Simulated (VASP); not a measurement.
Computed with r2SCAN+rVV10, VASP's PBE PAW potentials (set 64) (plane waves; VASP 6.6.1).

A VASP calculation is set up with these files.

POSCAR:
```
KI
7.1513190
  0.0000000000   0.5000000040   0.5000000040
  0.5000000040   0.0000000000   0.5000000040
  0.5000000040   0.5000000040   0.0000000000
K I
1 1
Cart
  0.0000000000   0.0000000000   0.0000000000
  0.5000000040   0.5000000040   0.5000000040
```

### INCAR
```
! general
SYSTEM   = KI
PREC     = Accurate
ENCUT    = 520
LREAL    = F   ! projection in real space or not
LASPH    = T   ! aspherical one-centre terms

! electronic loop
EDIFF    = 1E-7   ! SCF stop (eV)
NELM     = 100
ALGO     = Normal   ! blocked Davidson
LMAXMIX  = 4   ! l cut-off of mixed one-centre charges
LMIXTAU  = T

! smearing
ISMEAR   = 0
SIGMA    = 0.05   ! width (eV)

! functional
METAGGA  = R2SCAN
LUSE_VDW = T
BPARAM   = 11.95
CPARAM   = 0.0093

! ions
ISIF     = 2   ! forces and stress, cell fixed

! output
LWAVE    = F
LCHARG   = F
```

**KPOINTS**
```
Regular mesh
0
Gamma
 7 7 7
```

POTCAR, in this order: K_sv I (PBE.64 set). Program: vasp_std.

### Question
What will the output report for the number of irreducible k-points (NKPTS), largest plane-wave count, number of space-group operations, FFT grid (NGX, NGY, NGZ)?

### Answer

number of irreducible k-points (NKPTS): 20
largest plane-wave count: 2487
number of space-group operations: 48
FFT grid (NGX, NGY, NGZ): 40 × 40 × 40

The compound is KI in the rock salt structure. This cell is one point of a volume scan, at 1.06 of the reference volume.
